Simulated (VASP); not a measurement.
These are PBEsol GGA, VASP's PBE PAW potentials (set 64) (plane waves; VASP) values and carry that method's errors.

VASP input:

INCAR:
```
SYSTEM = BeHg3Se4
PREC = Accurate; ENCUT = 400; LREAL = .FALSE.
LASPH = .TRUE.
EDIFF = 1E-7; NELM = 100; ALGO = Normal
LMAXMIX = 6
ISMEAR = -5
GGA = PS
ISIF = 2
LWAVE = .FALSE.; LCHARG = .TRUE.; LORBIT = 11
NEDOS = 601
LEFG = .TRUE.
```

File POSCAR:
```
BeHg3Se4
1
    5.8780874872    -0.0000000000     0.0000000000
   -0.0000000000     5.8780874872     0.0000000000
    0.0000000000     0.0000000000     5.8780874872
Hg Se Be
3 4 1
Direct
  0.0000000000   0.0000000000   0.0000000000
  0.5000000000   0.5000000000   0.0000000000
  0.5000000000   1.0000000000   0.5000000000
  0.2216398081   0.2783601919   0.2783601919
  0.7783601919   0.7216398081   0.2783601919
  0.7783601919   0.2783601919   0.7216398081
  0.2216398081   0.7216398081   0.7216398081
  0.0000000000   0.5000000000   0.5000000000
```

**KPOINTS**
```
Automatic mesh
0
Gamma
6 6 6
0 0 0
```

POTCAR, in this order: Hg Se Be (PBE.64 set). Program: vasp_std.

The run wrote:

OUTCAR:
```
 ion  position               nearest neighbor table
   1  0.000  0.000  0.000-   4 2.66   5 2.66   6 2.66   7 2.66
   2  0.500  0.500  0.000-   4 2.66   5 2.66   6 2.66   7 2.66
   3  0.500  0.000  0.500-   4 2.66   5 2.66   6 2.66   7 2.66
   4  0.222  0.278  0.278-   8 2.26   2 2.66   3 2.66   1 2.66
   5  0.778  0.722  0.278-   8 2.26   2 2.66   3 2.66   1 2.66
   6  0.778  0.278  0.722-   8 2.26   2 2.66   3 2.66   1 2.66
   7  0.222  0.722  0.722-   8 2.26   2 2.66   3 2.66   1 2.66
   8  0.000  0.500  0.500-   4 2.26   5 2.26   6 2.26   7 2.26
  LATTYP: Found a simple cubic cell.
 ALAT       =     5.8780874872
 Subroutine PRICEL returns:
 Original cell was already a primitive cell.
 Subroutine GETGRP returns: Found 24 space group operations
The static configuration has the point symmetry D_2d.
 The point group associated with its full space group is T_d .
The dynamic configuration has the point symmetry D_2d.
 Subroutine INISYM returns: Found 24 space group operations
 Subroutine IBZKPT returns following result:
 Found     20 irreducible k-points:

 Following reciprocal coordinates:
            Coordinates               Weight
  0.000000  0.000000  0.000000      1.000000
  0.166667  0.000000  0.000000      6.000000
...
```

### OSZICAR
```
       N       E                     dE             d eps       ncg     rms          rms(c)
DAV:   1     0.372321635688E+03    0.37232E+03   -0.24557E+04  1480   0.121E+03
DAV:   2     0.698035431845E+00   -0.37162E+03   -0.35954E+03  1686   0.305E+02
DAV:   3    -0.247136671558E+02   -0.25412E+02   -0.25153E+02  1761   0.778E+01
DAV:   4    -0.251050282728E+02   -0.39136E+00   -0.39038E+00  1677   0.954E+00
DAV:   5    -0.251119853995E+02   -0.69571E-02   -0.69557E-02  1781   0.115E+00    0.138E+01
DAV:   6    -0.235830692258E+02    0.15289E+01   -0.35895E+00  1898   0.193E+01    0.111E+01
DAV:   7    -0.235793965590E+02    0.36727E-02   -0.16477E+00  1650   0.588E+00    0.544E+00
DAV:   8    -0.235695493789E+02    0.98472E-02   -0.31241E-01  1736   0.503E+00    0.967E-01
DAV:   9    -0.235604958346E+02    0.90535E-02   -0.54938E-02  1777   0.241E+00    0.196E-01
DAV:  10    -0.235607552741E+02   -0.25944E-03   -0.40799E-03  1635   0.303E-01    0.136E-01
DAV:  11    -0.235606677073E+02    0.87567E-04   -0.26257E-04  1802   0.115E-01    0.893E-02
DAV:  12    -0.235606699922E+02   -0.22848E-05   -0.62672E-04  1691   0.219E-01    0.374E-02
DAV:  13    -0.235606646293E+02    0.53629E-05   -0.12255E-04  1620   0.103E-01    0.130E-02
DAV:  14    -0.235606651356E+02   -0.50630E-06   -0.53764E-06  1687   0.913E-03    0.539E-03
DAV:  15    -0.235606656661E+02   -0.53048E-06   -0.18331E-06  1596   0.573E-03    0.321E-03
DAV:  16    -0.235606656685E+02   -0.23765E-08   -0.45823E-07  1451   0.575E-03
   1 F= -.23560666E+02 E0= -.23560666E+02  d E =0.000000E+00
```

**OUTCAR**
```
------------------------ aborting loop because EDIFF is reached ----------------------------------------
  FORCE on cell =-STRESS in cart. coord.  units (eV):
  Direction    XX          YY          ZZ          XY          YZ          ZX
  --------------------------------------------------------------------------------------
  Total       -0.0306803     -0.0306803     -0.0306803      0.0000000     -0.0000000     -0.0000000
  in kB       -0.2420261     -0.2420261     -0.2420261      0.0000000     -0.0000000     -0.0000000
  external PRESSURE =      -0.2420261 kB  Pullay stress =       0.0000000 kB
  volume of cell :      203.10
      direct lattice vectors                 reciprocal lattice vectors
     5.878087487  0.000000000  0.000000000     0.170123361  0.000000000  0.000000000
     0.000000000  5.878087487  0.000000000     0.000000000  0.170123361  0.000000000
     0.000000000  0.000000000  5.878087487     0.000000000  0.000000000  0.170123361
 POSITION                                       TOTAL-FORCE (eV/Angst)
 -----------------------------------------------------------------------------------
      0.00000      0.00000      0.00000         0.000000     -0.000000     -0.000000
      2.93904      2.93904      0.00000        -0.000000     -0.000000     -0.000000
      2.93904      0.00000      2.93904         0.000000      0.000000     -0.000000
      1.30282      1.63623      1.63623         0.003274     -0.003274     -0.003274
      4.57527      4.24186      1.63623        -0.003274      0.003274     -0.003274
      4.57527      1.63623      4.24186        -0.003274     -0.003274      0.003274
      1.30282      4.24186      4.24186         0.003274      0.003274      0.003274
      0.00000      2.93904      2.93904         0.000000     -0.000000     -0.000000
 -----------------------------------------------------------------------------------
    total drift:                               -0.000000     -0.000000     -0.000000
  FREE ENERGIE OF THE ION-ELECTRON SYSTEM (eV)
  ---------------------------------------------------
  free  energy   TOTEN  =       -23.5606656685 eV

  energy  without entropy=      -23.5606656685  energy(sigma->0) =      -23.56066567

 total charge

# of ion       s       p       d       tot
------------------------------------------
    1        0.708   0.400   9.384  10.491
    2        0.708   0.400   9.384  10.491
    3        0.708   0.400   9.384  10.491
    4        1.454   2.337   0.033   3.824
    5        1.454   2.337   0.033   3.824
    6        1.454   2.337   0.033   3.824
    7        1.454   2.337   0.033   3.824
    8        0.369   0.556   0.000   0.925
--------------------------------------------------
tot          8.310  11.104  28.282  47.696

 Electric field gradients after diagonalization (V/A^2)
 (convention: |V_zz| > |V_xx| > |V_yy|)
----------------------------------------------------------------------
 ion       V_xx      V_yy      V_zz     asymmetry (V_yy - V_xx)/ V_zz
----------------------------------------------------------------------
   1     -79.061   -79.061   158.122       0.000
   2     -79.061   -79.061   158.122       0.000
   3     -79.061   -79.061   158.122       0.000
   4       6.342     6.342   -12.683       0.000
   5       6.342     6.342   -12.683       0.000
   6       6.342     6.342   -12.683       0.000
   7       6.342     6.342   -12.683       0.000
   8       0.000     0.000    -0.000       0.186
```
(Selected blocks of OUTCAR.)

For a metal the tetrahedron method with Blöchl corrections gives inexact stress and forces.

The structure was generated: BeHg3Se4 was put into an ordered model structure (P-43m), which need not be its known phase. It was relaxed first.
